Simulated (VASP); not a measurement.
NaLaMnMoO6:

```
Na La Mn Mo O
1.0
     5.40523    0.00142    0.00146
     0.07459    5.40460   -0.01175
     0.03041   -0.01433    8.22075
Na La Mn Mo O
2 2 2 2 12
Direct
  0.50619 0.50653 0.24999
  0.49381 0.49347 0.75001
  0.01207 0.01233 0.25001
  0.98793 0.98767 0.74999
  0.50000 0.00000 0.00000
  0.00000 0.50000 0.50000
  0.00000 0.50000 0.00000
  0.50000 0.00000 0.50000
  0.94778 0.54274 0.23246
  0.05222 0.45726 0.76754
  0.28121 0.28009 0.04830
  0.71879 0.71991 0.95170
  0.20507 0.79908 0.99952
  0.79493 0.20092 0.00048
  0.45652 0.05176 0.73248
  0.54348 0.94824 0.26752
  0.20097 0.79487 0.49902
  0.79903 0.20513 0.50098
  0.28007 0.28119 0.45169
  0.71993 0.71881 0.54831
```

The cell was built by a generator and needn't be a form met in nature.

Base run:

- Program: VASP 6.6.1
- Functional: PBE
- Potentials or basis: VASP PAW PBE potentials, release 64 (Na_pv, La, Mn_pv, Mo_sv, O)
- Cutoff: 520 eV
- k mesh: 5 × 5 × 4
- Occupations: fermi-dirac, width 0.05 eV
- Spin: collinear spin, ferromagnetic start
- Starting moments: [0.0, 0.0, 0.0, 0.0, 4.0, 4.0, 1.0, 1.0, 0.0, 0.0, 0.0, 0.0, 0.0, 0.0, 0.0, 0.0, 0.0, 0.0, 0.0, 0.0] μB

Its results: net moment -3.88 μB per cell; site moments Na +0.00; La +0.01; Mn -3.50, -0.51; Mo +0.27, +0.12; O -0.02, -0.01, -0.04, +0.01 μB.

Task: The run is repeated on the same cell with these changes: further incar settings from ALGO = Normal; EDIFF = 1e-06 to ALGO = Normal; EDIFF = 1e-06; NBANDS = 101. What comes out?

Result: Net moment -0.54 μB per cell; site moments Na +0.00; La +0.00; Mn -0.34, -0.33; Mo +0.06, +0.02; O -0.00, -0.01, +0.02 μB.

Caveats: only a ferromagnetic start was run, and an antiferromagnetic order may lie lower in energy (some runs); the moment fell far below its start of 4 μB, so a state of higher moment may lie lower in energy (some runs).
